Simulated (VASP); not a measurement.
# GaGe (F-43m) in VASP: a series of runs

One crystal, GaGe, is run at these levels: r2SCAN; tasks: single point.

Everything below comes from runs of VASP 6.6.1. Logs are shortened: lines on timing, memory, paths and dates and some standing lists are left out, and cuts for length are marked.

## (1) Starting point

The structure is cubic, space group F-43m (No. 216). The conventional cell has a = 5.796 Å, b = 5.796 Å, c = 5.796 Å, α = 90.00°, β = 90.00°, γ = 90.00°. Around Ge (site symmetry -43m) lie 4 Ga at 2.51 Å. Ga (site symmetry -43m) has 4 Ge at 2.51 Å as nearest neighbours.

The cell comes from a database or a generator and needn't be the stable form of this composition.

## (2) Single point, r2SCAN

Contents of INCAR:

```
SYSTEM = GaGe
PREC = Accurate ; ENCUT = 400
EDIFF = 1E-6 ; ISMEAR = -1
SIGMA = 0.1 ; LREAL = .False.
LASPH = .True. ; NELM = 100
ALGO = Normal ; ISIF = 2
LWAVE = .False. ; LCHARG = .False.
METAGGA = R2SCAN ; LMIXTAU = .True.
NBANDS = 10 ; ADDGRID = .False.
```

Contents of KPOINTS:

```
regular mesh
0
Gamma
  4 4 4
  0 0 0
```

Contents of POSCAR:

```
GaGe
1.0
    0.0000000000      2.8978440000      2.8978440000
    2.8978440000      0.0000000000      2.8978440000
    2.8978440000      2.8978440000      0.0000000000
Ge Ga
1 1
Direct
    0.0000000000      0.0000000000      0.0000000000
    0.2500000000      0.2500000000      0.2500000000
```

Potentials or basis: VASP PAW PBE potentials, release 64 (Ge, Ga).

The run is started by

```sh
$ cat potpaw_PBE.64/Ge/POTCAR potpaw_PBE.64/Ga/POTCAR > POTCAR
$ mpirun -np 1 vasp_std > vasp.out
```

OUTCAR:

```text
SYSTEM = GaGe
   PREC = Accurate
   ENCUT = 400
   EDIFF = 1E-6
   ISMEAR = -1
   LREAL = .False.
   LASPH = .True.
   NELM = 100
   ISIF = 2
   METAGGA = R2SCAN

 Found      8 irreducible k-points:

 Following reciprocal coordinates:
            Coordinates               Weight
  0.000000  0.000000  0.000000      1.000000
  0.250000  0.000000  0.000000      8.000000
  0.500000  0.000000  0.000000      4.000000
  0.250000  0.250000  0.000000      6.000000
  0.500000  0.250000  0.000000     24.000000
 -0.250000  0.250000  0.000000     12.000000
   k-points           NKPTS =      8   k-points in BZ     NKDIM =      8   number of bands    NBANDS=     10
   number of dos      NEDOS =    301   number of ions     NIONS =      2
   total plane-waves  NPLWV =  21952
   dimension x,y,z NGX =    28 NGY =   28 NGZ =   28
   dimension x,y,z NGXF=    56 NGYF=   56 NGZF=   56
   ions per type =               1   1
   NGX,Y,Z   is equivalent  to a cutoff of  11.36, 11.36, 11.36 a.u.
   NGXF,Y,Z  is equivalent  to a cutoff of  22.72, 22.72, 22.72 a.u.
 SYSTEM =  GaGe
   PREC   = accura    normal or accurate (medium, high low for compatibility)
   ISTART =      0    job   : 0-new  1-cont  2-samecut
   ICHARG =      2    charge: 1-file 2-atom 10-const
   ISPIN  =      1    spin polarized calculation?
   LNONCOLLINEAR =      F non collinear calculations
   LSORBIT =      F    spin-orbit coupling
   LASPH  =      T    aspherical Exc in radial PAW
   ENCUT  =  400.0 eV  29.40 Ry    5.42 a.u.   6.68  6.68  6.68*2*pi/ulx,y,z
   NELM   =    100;   NELMIN=  2; NELMDL= -5     # of ELM steps
   EDIFF  = 0.1E-05   stopping-criterion for ELM
   LREAL  =      F    real-space projection
   EDIFFG = 0.1E-04   stopping-criterion for IOM
   NSW    =      0    number of steps for IOM
   IBRION =     -1    ionic relax: 0-MD 1-quasi-New 2-CG
   NFREE  =      0    steps in history (QN), initial steepest desc. (CG)
   ISIF   =      2    stress and relaxation
   ISYM   =      2    0-nonsym 1-usesym 2-fastsym
   POTIM  = 0.5000    time-step for ionic-motion
   TEBEG  =    0.0;   TEEND  =   0.0 temperature during run
   PSTRESS=    0.0 pullay stress
   NELECT =       7.0000    total number of electrons
   NUPDOWN=      -1.0000    fix difference up-down
   EMIN   =  10.00;   EMAX   =-10.00  energy-range for DOS
   EFERMI =   0.00;   METHOD = LEGACY
   ISMEAR =    -1;   SIGMA  =   0.10  broadening in eV -4-tet -1-fermi 0-gaus
   EFERMI_NEDOS =   21; number of points for ismear=-14 and -15
   IALGO  =     38    algorithm
   IMIX   =      4    mixing-type and parameters
     AMIX     =   0.40;   BMIX     =  1.00
     AMIX_MAG =   1.60;   BMIX_MAG =  1.00
  volume/ion in A,a.u.               =      24.33       164.22
  Fermi-wavevector in a.u.,A,eV,Ry     =   0.857740  1.620894 10.010058  0.735719
  Thomas-Fermi vector in A             =   1.974840
   LORBIT       =      0    0 simple, 1 ext, 2 COOP (PROOUT), +10 PAW based schemes
   METAGGA = R2SCAN    functional components
   LHFCALC =     F    Hartree Fock is set to
   AEXX    =    0.0000 exact exchange contribution
   IVDW    =     0    specifies the selected vdW correction
   LEPSILON=     F    determine dielectric tensor
   LRPA    =     F    only Hartree local field effects (RPA)
 non-spin polarized calculation
  energy-cutoff  :      400.00
  volume of cell :       48.67
 maximum number of plane-waves:       896
 NGX is ok and might be reduce to    28
   NGX = 13   NGY = 13   NGZ = 13

 number of electron       7.0000000 magnetization

 Free energy of the ion-electron system (eV)
  ---------------------------------------------------
  ext. energy  EPLUGINS =         0.00000000
  ---------------------------------------------------
  free energy    TOTEN  =       -24.96362577 eV

  energy without entropy =      -24.92272395  energy(sigma->0) =      -24.94317486

 E-fermi :   1.4319     XC(G=0):  -9.1403

 val. band max:        0.9116933768   @ k =   0.2500   0.2500   0.0000
 cond. band min:       1.4563778954   @ k =  -0.2500   0.2500   0.0000
 fundamental gap:      0.5446845186
 Fermi energy:         1.4318624072

 k-point     1 :       0.0000    0.0000    0.0000
  band No.  band energies     occupation
      1      -9.7886      2.00000
      2       2.9297      0.00000
      3       2.9297      0.00000
      4       2.9297      0.00000
      5       3.7865      0.00000
      6       5.8075      0.00000
      7       5.8075      0.00000
      8       5.8075      0.00000
      9       9.6127      0.00000
     10      12.2606      0.00000

 k-point     2 :       0.2500    0.0000    0.0000
  band No.  band energies     occupation
      1      -9.0606      2.00000
      2      -1.5147      2.00000
      3       2.0791      0.00309
      4       2.0791      0.00309
      5       4.1049      0.00000
      6       6.8246      0.00000
      7       6.8246      0.00000
      8       8.8559      0.00000
      9      11.0152      0.00000
     10      11.1867      0.00000

 k-point     3 :       0.5000    0.0000    0.0000
  band No.  band energies     occupation
      1      -7.7841      2.00000
      2      -4.3595      2.00000
      3       1.5573      0.44403
      4       1.5573      0.44403
      5       3.6276      0.00000
      6       6.8497      0.00000
      7       6.8497      0.00000
      8       9.9917      0.00000
      9      13.3927      0.00000
     10      14.2190      0.00000

 k-point     4 :       0.2500    0.2500    0.0000
  band No.  band energies     occupation
      1      -8.8006      2.00000
      2      -1.3789      2.00000
      3       0.9117      1.98905
      4       0.9117      1.98905
      5       4.1842      0.00000
      6       5.9262      0.00000
      7       9.0740      0.00000
      8       9.0740      0.00000
      9      10.1788      0.00000
     10      13.2783      0.00000

 k-point     5 :       0.5000    0.2500    0.0000
  band No.  band energies     occupation
      1      -7.4197      2.00000
      2      -3.9852      2.00000
      3      -0.7622      2.00000
      4       0.5418      1.99973
      5       4.5633      0.00000
      6       7.3649      0.00000
      7       8.6247      0.00000
      8       9.3549      0.00000
      9      13.0496      0.00000
     10      14.2945      0.00000

 k-point     6 :      -0.2500    0.2500    0.0000
  band No.  band energies     occupation
      1      -7.9680      2.00000
      2      -3.1921      2.00000
      3      -0.9217      2.00000
      4       1.4564      0.87803
      5       5.2219      0.00000
      6       7.9737      0.00000
      7       8.2533      0.00000
      8       8.4527      0.00000
      9      10.5445      0.00000
     10      12.6351      0.00000

 [... further k-points ...]

------------------------ aborting loop because EDIFF is reached ----------------------------------------

  FORCE on cell =-STRESS in cart. coord.  units (eV):
  Direction    XX          YY          ZZ          XY          YZ          ZX
  --------------------------------------------------------------------------------------
  -------------------------------------------------------------------------------------
  Total       -0.7900470     -0.7900470     -0.7900470      0.0000000      0.0000000     -0.0000000
  in kB      -26.0080937    -26.0080937    -26.0080937      0.0000000      0.0000000     -0.0000000
  external PRESSURE =     -26.0080937 kB  Pullay stress =       0.0000000 kB

 VOLUME and BASIS-vectors are now :
 -----------------------------------------------------------------------------
  energy-cutoff  :      400.00
  volume of cell :       48.67
      direct lattice vectors                 reciprocal lattice vectors
     0.000000000  2.897844000  2.897844000    -0.172542069  0.172542069  0.172542069
     2.897844000  0.000000000  2.897844000     0.172542069 -0.172542069  0.172542069
     2.897844000  2.897844000  0.000000000     0.172542069  0.172542069 -0.172542069

 POSITION                                       TOTAL-FORCE (eV/Angst)
 -----------------------------------------------------------------------------------
      0.00000      0.00000      0.00000         0.000000      0.000000      0.000000
      1.44892      1.44892      1.44892        -0.000000     -0.000000     -0.000000
 -----------------------------------------------------------------------------------
    total drift:                                0.000000      0.000000      0.000000

  FREE ENERGIE OF THE ION-ELECTRON SYSTEM (eV)
  ---------------------------------------------------
  free  energy   TOTEN  =       -24.9636257658 eV

  energy  without entropy=      -24.9227239537  energy(sigma->0) =      -24.94317486
```

It took 18 s on 1 thread of Intel Xeon Platinum 8488C (Sapphire Rapids), shared host; peak memory 0.15 GiB.

The run converged, but some of its settings lie outside the range that counts as converged, so its numbers aren't taken as properties of the crystal.

What came out:

| Quantity | Value |
| --- | --- |
| Free energy | -24.9636 eV |
| Pressure | -2.6 GPa |
| Band gap on the k mesh | none (metal or under the smearing width) |

Caveat: the k mesh is coarse (spacing up to 0.47 Å⁻¹), so the values aren't converged; the PAW data sets were made with another functional, which shifts forces and pressure a little.

## (3) Single point, r2SCAN

Edit INCAR of step 2 so:

```diff
@@ -1,3 +1,3 @@
 SYSTEM = GaGe
-PREC = Accurate ; ENCUT = 400
+PREC = Accurate ; ENCUT = 450
 EDIFF = 1E-6 ; ISMEAR = -1
```

KPOINTS is that of step 2.

POSCAR is that of step 2.

Potentials or basis: VASP PAW PBE potentials, release 64 (Ge, Ga).

The run is started by

```sh
$ cat potpaw_PBE.64/Ge/POTCAR potpaw_PBE.64/Ga/POTCAR > POTCAR
$ mpirun -np 1 vasp_std > vasp.out
```

Wall time 18 s (1 thread of Intel Xeon Platinum 8488C (Sapphire Rapids), shared host); peak memory 0.16 GiB.

These settings aren't checked as converged: the numbers below hold their error.

What came out:

- Free energy: -24.9638 eV
- Pressure: -2.6 GPa
- Band gap on the k mesh: none (metal or under the smearing width)

Caveat: the k mesh is coarse (spacing up to 0.47 Å⁻¹), so the values aren't converged; the PAW data sets were made with another functional, which shifts forces and pressure a little.

## (4) For comparison

An earlier run on the cell as given: functional PBE; potentials or basis VASP PAW PBE potentials, release 64 (Ge_d, Ga_d); cutoff 520 eV; k mesh 8 × 8 × 8; occupations fermi-dirac, width 0.05 eV; no spin polarisation.

* Pressure: 0.3 GPa
* Band gap on the k mesh: none (metal or under the smearing width)
